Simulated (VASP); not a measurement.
# Al2Pt: formation energy of a vacancy on the Al site, part 3 of 4

Wanted: what a vacancy on the Al site costs in Al2Pt and how the lattice relaxes round it. The start is a cell from a database of measured crystal structures.

VASP 6.6.1, plane waves and PAW; the level of theory is named at each step.

So far. Step 4 (Reference Al): The run ended after 2 ionic steps, 0.003 eV below its first step, once forces and stress met EDIFFG = -0.02. Step 4 (Reference Al): Energy at zero smearing: -4.09621 eV.

The database entry behind the starting cell differs from later determinations by our own check (0.1 to 0.3 % short, probably kX units), so it need not match the best structure at ambient conditions.

**5. Reference Pt**

This step: PBEsol; plane waves and PAW (Pt) (VASP 6.6.1).

System of this step: Pt. It takes space group Fm-3m (No. 225, cubic). The conventional cell has a = 3.920 Å, b = 3.920 Å, c = 3.920 Å, α = 90.00°, β = 90.00°, γ = 90.00°. Nearest to Pt lie 12 Pt at 2.77 Å.

Pt is not exchanged here; its energy serves the host's formation enthalpy.

Contents of INCAR:

```
SYSTEM = Pt
PREC = Normal
ENCUT = 300
EDIFF = 1E-05
NELM = 120
ISMEAR = 1
SIGMA = 0.1
LREAL = Auto
ALGO = Fast
GGA = PS
NBANDS = 11
LASPH = .TRUE.
LORBIT = 11
LWAVE = .FALSE.
LCHARG = .FALSE.
KPAR = 4
IBRION = 2
NSW = 25
ISIF = 3
EDIFFG = -0.02
POTIM = 0.4
```

Contents of POSCAR:

```
Pt
1.0
    0.0000000000      1.9600000000      1.9600000000
    1.9600000000      0.0000000000      1.9600000000
    1.9600000000      1.9600000000      0.0000000000
Pt
1
Direct
    0.0000000000      0.0000000000      0.0000000000
```

Contents of KPOINTS:

```
Automatic mesh
0
Gamma
12 12 12
0 0 0
```

Potentials, in the order of the species: Pt (PBE family, release 64).

Command:

```sh
$ mpirun -np 4 vasp_std
```

Log:

```text
[banner, memory and clock lines left out]
running    4 mpi-ranks, on    1 nodes
 distrk:  each k-point on    1 cores,    4 groups
 distr:  one band on    1 cores,    1 groups

 POSCAR found type information on POSCAR Pt
 POSCAR found :  1 types and       1 ions
 [... a notice as in an earlier step ...]

 [... a notice as in an earlier step ...]

 LDA part: xc-table for (Slater+PW92), standard interpolation
 POSCAR, INCAR and KPOINTS ok, starting setup
 FFT: planning ... GRIDC
 FFT: planning ... GRID_SOFT
 FFT: planning ... GRID
 WAVECAR not read
 entering main loop
       N       E                     dE             d eps       ncg     rms          rms(c)
DAV:   1     0.191979539815E+02    0.19198E+02   -0.37620E+03  1904   0.512E+02
DAV:   2    -0.713986434776E+01   -0.26338E+02   -0.25492E+02  1845   0.126E+02
DAV:   3    -0.741459908152E+01   -0.27473E+00   -0.27450E+00  1838   0.119E+01
DAV:   4    -0.741564001138E+01   -0.10409E-02   -0.10409E-02  1812   0.855E-01
DAV:   5    -0.741564819133E+01   -0.81800E-05   -0.81795E-05  1851   0.695E-02    0.134E+01
RMM:   6    -0.701958808745E+01    0.39606E+00   -0.39245E-01  1584   0.525E+00    0.686E+00
RMM:   7    -0.697638778828E+01    0.43200E-01   -0.76519E-02  1584   0.247E+00    0.256E+00
RMM:   8    -0.697310383330E+01    0.32840E-02   -0.13319E-02  1584   0.943E-01    0.875E-01
RMM:   9    -0.697203005224E+01    0.10738E-02   -0.18808E-03  1584   0.357E-01    0.462E-02
RMM:  10    -0.697204842546E+01   -0.18373E-04   -0.18083E-04  1544   0.914E-02    0.376E-02
RMM:  11    -0.697204557925E+01    0.28462E-05   -0.12533E-05  1232   0.265E-02
   1 F= -.69720456E+01 E0= -.69712778E+01  d E =-.697205E+01
 curvature:   0.00 expect dE= 0.000E+00 dE for cont linesearch  0.000E+00
 trial: gam= 0.00000 g(F)=  0.704E-64 g(S)=  0.174E-02 ort = 0.000E+00 (trialstep = 0.100E+01)
 search vector abs. value=  0.174E-02
 bond charge predicted
       N       E                     dE             d eps       ncg     rms          rms(c)
DAV:   1    -0.698926724128E+01   -0.17219E-01   -0.35820E-01  1656   0.550E+00    0.965E-01
RMM:   2    -0.697177584465E+01    0.17491E-01   -0.18468E-02  1584   0.110E+00    0.355E-01
RMM:   3    -0.697097888373E+01    0.79696E-03   -0.17188E-03  1584   0.365E-01    0.197E-01
RMM:   4    -0.697107850955E+01   -0.99626E-04   -0.29510E-04  1574   0.136E-01    0.262E-02
RMM:   5    -0.697107168061E+01    0.68289E-05   -0.38527E-05  1464   0.484E-02
   2 F= -.69710717E+01 E0= -.69702655E+01  d E =0.973899E-03
 trial-energy change:    0.000974  1 .order    0.000885   -0.001736    0.003506
 step:   0.3094(harm=  0.3311)  dis= 0.00000  next Energy=    -6.972311 (dE=-0.266E-03)
 bond charge predicted
       N       E                     dE             d eps       ncg     rms          rms(c)
DAV:   1    -0.698062955361E+01   -0.95510E-02   -0.16808E-01  1692   0.380E+00    0.637E-01
RMM:   2    -0.697273170266E+01    0.78979E-02   -0.84121E-03  1584   0.744E-01    0.262E-01
RMM:   3    -0.697226047190E+01    0.47123E-03   -0.91250E-04  1584   0.266E-01    0.137E-01
RMM:   4    -0.697227930380E+01   -0.18832E-04   -0.10207E-04  1571   0.805E-02    0.841E-03
RMM:   5    -0.697228020686E+01   -0.90306E-06   -0.13687E-05  1192   0.266E-02
   3 F= -.69722802E+01 E0= -.69715009E+01  d E =-.234628E-03
 curvature:  -0.17 expect dE=-0.160E-07 dE for cont linesearch -0.160E-07
 trial: gam=-0.00741 g(F)=  0.533E-64 g(S)=  0.966E-07 ort = 0.130E-04 (trialstep = 0.862E+00)
 search vector abs. value=  0.105E-09
 reached required accuracy - stopping structural energy minimisation
```

Run time: 2.8 s. Hardware: 4 MPI ranks of Intel Xeon Platinum 8488C (Sapphire Rapids), shared host; peak memory 0.4 GiB; 9.1 s of CPU time.

Parts of OUTCAR (step 5):

```text
   k-points           NKPTS =     72   k-points in BZ     NKDIM =     72   number of bands    NBANDS=     11

   ENCUT  =  300.0 eV  22.05 Ry    4.70 a.u.   3.91  3.91  3.91*2*pi/ulx,y,z

   NELECT =      10.0000    total number of electrons

 E-fermi :  11.2407

 k-point     1 :       0.0000    0.0000    0.0000
  band No.  band energies     occupation
    ...
      2       7.3837      2.00000
      3       7.3837      2.00000
      4       7.3837      2.00000
      5       9.5850      2.00000
      6       9.5850      2.00000
      7      25.8148      0.00000
      8      30.8047      0.00000
      9      30.8047      0.00000
     10      30.8047      0.00000
     11      36.1250      0.00000

  Total       -0.0009136     -0.0009136     -0.0009136      0.0000000      0.0000000      0.0000000
  in kB       -0.0976257     -0.0976257     -0.0976257      0.0000000      0.0000000      0.0000000
  external PRESSURE =      -0.0976257 kB  Pullay stress =       0.0000000 kB

 POSITION                                       TOTAL-FORCE (eV/Angst)
 -----------------------------------------------------------------------------------
      0.00000      0.00000      0.00000         0.000000      0.000000     -0.000000
 -----------------------------------------------------------------------------------
    total drift:                               -0.000000      0.000000      0.000000

  FREE ENERGIE OF THE ION-ELECTRON SYSTEM (eV)
  ---------------------------------------------------
  free  energy   TOTEN  =        -6.9722802069 eV

  energy  without entropy=       -6.9699424079  energy(sigma->0) =       -6.97150094

[... 4 parts as in an earlier step ...]

[... 12 further parts left out ...]
```

CONTCAR:

```
Pt
   1.00000000000000
    -0.0000000000000000    1.9571341451725410    1.9571341451725410
     1.9571341451725410    0.0000000000000000    1.9571341451725410
     1.9571341451725410    1.9571341451725410   -0.0000000000000000
  Pt
     1
Direct
     0.0000000000000000    0.0000000000000000    0.0000000000000000
```

Step by step:

| step | energy less that of the first step (eV) | largest force (eV/Å) | pressure (GPa) | volume (Å³) |
| --- | --- | --- | --- | --- |
| 1 | 0.0000 | 0.0000 | -1.30 | 15.06 |
| 2 | 0.0010 | 0.0000 | 2.67 | 14.85 |
| 3 | -0.0002 | 0.0000 | -0.01 | 14.99 |

| conventional cell, symmetrised | before | after | change |
| --- | --- | --- | --- |
| a (Å) | 3.920 | 3.914 | -0.1 % |
| b (Å) | 3.920 | 3.914 | -0.1 % |
| c (Å) | 3.920 | 3.914 | -0.1 % |
| volume (Å³/atom) | 15.06 | 14.99 | -0.4 % |

Final coordinates:

```
Pt
1.0
     0.00000    1.95713    1.95713
     1.95713    0.00000    1.95713
     1.95713    1.95713    0.00000
Pt
1
Cartesian
  0.0000 0.0000 0.0000
```

This step gave:

| Property | Result |
| --- | --- |
| electronic cycles | 21 |
| electrons | 10 |
| free energy (TOTEN) | -6.972 eV |
| energy at zero smearing | -6.972 eV |
| Fermi energy | 11.24 eV |

The run ended after 3 ionic steps, 0.000 eV below its first step, once forces and stress met EDIFFG = -0.02.

Energy at zero smearing: -6.97150 eV.

(Part 3 of 4 ends here.)

[Lines on the potential files, build, host, timing and source positions are cut from VASP's logs without a mark.]

[Logs are printed without paths, hosts, clocks, repeated set-up lines and the standing remarks that a program may print on its own settings, such as how far it seeks lower states.]

[Hosts, paths, dates, database ids (printed as entryN), source tags and the programs' standing remarks are cut or masked in the printed files.]

[In band tables of VASP the shares of atoms and orbitals are scaled to a sum of 1 inside the atoms' spheres.]

[Runs that stopped without an error message from VASP are left out.]
